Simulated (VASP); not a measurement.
The input files of a VASP run:

**INCAR**
```
EDIFFG = -0.01   ! ionic stop
NELM = 100   ! most electronic steps
LCHARG = .FALSE.
SYSTEM = LiF
EDIFF = 1E-6
IBRION = 2   ! conjugate gradients
ISMEAR = 0   ! Gaussian
LASPH = .TRUE.   ! aspherical one-centre terms
SIGMA = 0.05   ! width (eV)
ALGO = Normal   ! blocked Davidson
PREC = Accurate
LREAL = .FALSE.
NSW = 60
LWAVE = .FALSE.
GGA = RP   ! RPBE
ISIF = 3   ! ions, shape and volume
ENCUT = 520
```

POSCAR:
```
LiF
1
    0.0000000000     2.0150000000     2.0150000000
    2.0150000000     0.0000000000     2.0150000000
    2.0150000000     2.0150000000     0.0000000000
Li F
1 1
Direct
  0.0000000000   0.0000000000   0.0000000000
  0.5000000000   0.5000000000   0.5000000000
```

File KPOINTS:
```
Automatic mesh
0
Gamma
10 10 10
0 0 0
```

POTCAR, in this order: Li_sv F (PBE.64 set). Program: vasp_std.

Problem. Translate this RPBE calculation to Ansatz.

Solution. One equivalent input (not run):
Ansatz 0.2 input:
```yaml
crystal:
  lattice:
    - [0.0000000, 2.0150000, 2.0150000]
    - [2.0150000, 0.0000000, 2.0150000]
    - [2.0150000, 2.0150000, 0.0000000]
  atoms:
    - { symbol: Li, position: [0.0000000, 0.0000000, 0.0000000] }
    - { symbol: F, position: [0.5000000, 0.5000000, 0.5000000] }
kpoints:
  mp_grid: { grid: [10, 10, 10] }
hamiltonian:
  xc: rpbe
  pseudopotentials: { kind: paw }
scf:
  occupations: { method: gaussian, width: 0.05 }
  max_iter: 100
relax:
  max_steps: 60
  f_tol: 0.01
  cell: {}
output: { forces: true, stress: true, eigenvalues: true }
```
Limits of the translation: each code has its own PAW files, so the cut-off isn't converted (ENCUT is set for VASP's; basis.ecutwfc is left out, and Ansatz then takes the one that its files recommend); Ansatz stops its SCF on the density residual and VASP on the energy change (EDIFF).

The compound is LiF in the rock salt structure. This run relaxes it. Symmetry was kept, so distortions that lower it aren't found.
